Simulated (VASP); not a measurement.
Here is a VASP 6.6.1 calculation.

Contents of INCAR:

```
SYSTEM = Sn3Te
PREC = Accurate
ENCUT = 520
EDIFF = 1E-6
ISMEAR = -1
SIGMA = 0.15
LREAL = .False.
LASPH = .True.
NELM = 100
ALGO = Normal
ISIF = 2
LWAVE = .False.
LCHARG = .False.
GGA = PE
NBANDS = 32
```

File KPOINTS:

```
regular mesh
0
Gamma
  4 4 4
  0 0 0
```

File POSCAR:

```
Sn3Te
1.0
    4.8656220000      0.0000000000      0.0000000000
    0.0000000000      4.8656220000      0.0000000000
    0.0000000000      0.0000000000      4.8656220000
Sn Te
3 1
Direct
    0.5000000000      0.5000000000      0.0000000000
    0.5000000000      0.0000000000      0.5000000000
    0.0000000000      0.5000000000      0.5000000000
    0.0000000000      0.0000000000      0.0000000000
```

Potentials or basis: VASP PAW PBE potentials, release 64 (Sn_d, Te).

Run with:

```sh
$ cat potpaw_PBE.64/Sn_d/POTCAR potpaw_PBE.64/Te/POTCAR > POTCAR
$ mpirun -np 1 vasp_std > vasp.out
```

(1) Estimate the pressure.

(2) Estimate the band gap on the k mesh.

## Answers

(1) 0.2 GPa.

(2) none (metal or under the smearing width).
